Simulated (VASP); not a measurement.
Data:

```xyz
4
Lattice="3.5403 0.0000 0.0000 0.0000 3.5403 0.0000 0.0000 0.0000 3.5403" Properties=species:S:1:pos:R:3 pbc="T T T"
Fe     0.0000     0.0000     0.0000
Ni     0.0000     1.7701     1.7701
Ni     1.7701     0.0000     1.7701
Ni     1.7701     1.7701     0.0000
```
Starting moments (μB, in the order of the record's atoms Fe Ni Ni Ni): 2.9 0.6 0.6 0.6.

All values below come from PBE GGA, VASP's PBE PAW potentials (set 64) (plane waves; VASP). Settings: 480 eV cut-off, 8×8×8 Γ-centred mesh, first-order Methfessel-Paxton smearing of 0.10 eV, potentials Fe Ni.

Energy and stress use the plane-wave basis of the starting cell.

The ions, cell shape and volume at an external pressure of 20.0 GPa are relaxed. What does this cell relax into?

```xyz
4
Lattice="3.4443 0.0000 0.0000 0.0000 3.4443 0.0000 0.0000 0.0000 3.4443" Properties=species:S:1:pos:R:3 pbc="T T T"
Fe     0.0000     0.0000     0.0000
Ni     0.0000     1.7222     1.7222
Ni     1.7222     0.0000     1.7222
Ni     1.7222     1.7222     0.0000
```
Space group Pm-3m (221), at a tolerance of 0.03 Å. The cell ends with 4.56 μB, on the sites 2.79 0.59 0.59 0.59 μB.

How do energy and volume change from the first to the last step?

The energy (σ→0) changes by +51.8 meV/atom and the volume by -7.9 %, in 4 ionic steps.

The compound is Ni3Fe in the L1_2 structure. This run relaxes it under an external pressure of 20 GPa. Symmetry was kept, so distortions that lower it aren't found.
